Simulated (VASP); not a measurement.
A VASP calculation is set up with these files.

File POSCAR:
```
InP
1
    0.0000000000     2.9091435877     2.9091435877
    2.9091435877     0.0000000000     2.9091435877
    2.9091435877     2.9091435877     0.0000000000
In P
1 1
Direct
  0.0000000000   0.0000000000   0.0000000000
  0.2500000000   0.2500000000   0.2500000000
```

### INCAR
```
SYSTEM = InP
PREC = Accurate
ENCUT = 520
EDIFF = 1E-7
NELM = 100
ALGO = Normal
LREAL = .FALSE.
LASPH = .TRUE.
ISMEAR = 0
SIGMA = 0.05
GGA = PS
LMAXMIX = 4
LWAVE = .FALSE.
LCHARG = .FALSE.
ISIF = 2
```

**KPOINTS**
```
Automatic
0
Gamma
  8 8 8
```

POTCAR, in this order: In_d P (PBE.64 set). Program: vasp_std.

### Question
Translate this PBEsol calculation to Ansatz.

### Answer
One equivalent input (not run):
Ansatz 0.2 input:
```yaml
crystal:
  lattice:
    - [0.0000000, 2.9091436, 2.9091436]
    - [2.9091436, 0.0000000, 2.9091436]
    - [2.9091436, 2.9091436, 0.0000000]
  atoms:
    - { symbol: In, position: [0.0000000, 0.0000000, 0.0000000] }
    - { symbol: P, position: [0.2500000, 0.2500000, 0.2500000] }
kpoints:
  mp_grid: { grid: [8, 8, 8] }
hamiltonian:
  xc: pbesol
  pseudopotentials: { kind: paw }
scf:
  occupations: { method: gaussian, width: 0.05 }
  max_iter: 100
output: { forces: true, stress: true, eigenvalues: true }
```
The two are equivalent in intent, not identical: each code has its own PAW files, so the cut-off isn't converted (ENCUT is set for VASP's; basis.ecutwfc is left out, and Ansatz then takes the one that its files recommend); Ansatz stops its SCF on the density residual and VASP on the energy change (EDIFF).

The compound is InP in the zinc blende structure. This cell is one point of a volume scan, at 0.97 of the reference volume.
